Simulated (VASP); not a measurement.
These are PBEsol GGA, VASP's PBE PAW potentials (set 64) (plane waves; VASP) values and carry that method's errors.

VASP ran on this input.

### INCAR
```
ALGO = Normal
EDIFF = 1E-6
EDIFFG = -0.01
ENCUT = 400
GGA = PS
IBRION = 2
ISIF = 3
ISMEAR = 1
LASPH = T
LCHARG = F
LMAXMIX = 4
LREAL = F
LWAVE = F
NELM = 100
NSW = 60
PREC = Accurate
SIGMA = 0.1
SYSTEM = NbSi
```

KPOINTS:
```
K-points
0
gamma
  11 11 10
```

### POSCAR
```
NbSi
1.0
  3.4900340000   0.0000000000   0.0000000000
 -1.7450170000   3.0224580000   0.0000000000
  0.0000000000   0.0000000000   3.4061000000
Nb Si
1 1
Cart
  0.0000000000   0.0000000000   0.0000000000
  1.7450187450   1.0074849925   1.7030500000
```

POTCAR, in this order: Nb_sv Si (PBE.64 set). Program: vasp_std.

Energy and stress use the plane-wave basis of the starting cell.

Q: What does the run give for the energy per atom (σ→0), volume per atom, band gap (on the k-mesh)?

A: 
```
Quantity                                                    Result
------------------------  ----------------------------------------
energy per atom (σ→0)                               -8.746 eV/atom
band gap (on the k-mesh)  none (metal, semimetal or under 0.01 eV)
volume per atom                                     15.73 Å^3/atom
```

**OSZICAR**
```
...
DAV:   3    -0.174912489805E+02    0.94452E-05   -0.28953E-05  3852   0.510E-02    0.890E-03
DAV:   4    -0.174912486784E+02    0.30209E-06   -0.93250E-06  3744   0.232E-02
  14 F= -.17491249E+02 E0= -.17491409E+02  d E =-.325814E-05
       N       E                     dE             d eps       ncg     rms          rms(c)
DAV:   1    -0.174912547788E+02   -0.57983E-05   -0.16536E-04  2616   0.188E-01    0.151E-02
DAV:   2    -0.174912498190E+02    0.49598E-05   -0.18654E-05  3660   0.594E-02    0.516E-03
DAV:   3    -0.174912494666E+02    0.35238E-06   -0.14384E-06  1592   0.125E-02
  15 F= -.17491249E+02 E0= -.17491408E+02  d E =-.404629E-05
```

The structure was generated: NbSi was put into the WC type (P-6m2), which need not be its known phase. This run relaxes it. Symmetry was kept, so distortions that lower it aren't found. The electron count is odd and the run is not spin-polarised, which forces a metal.
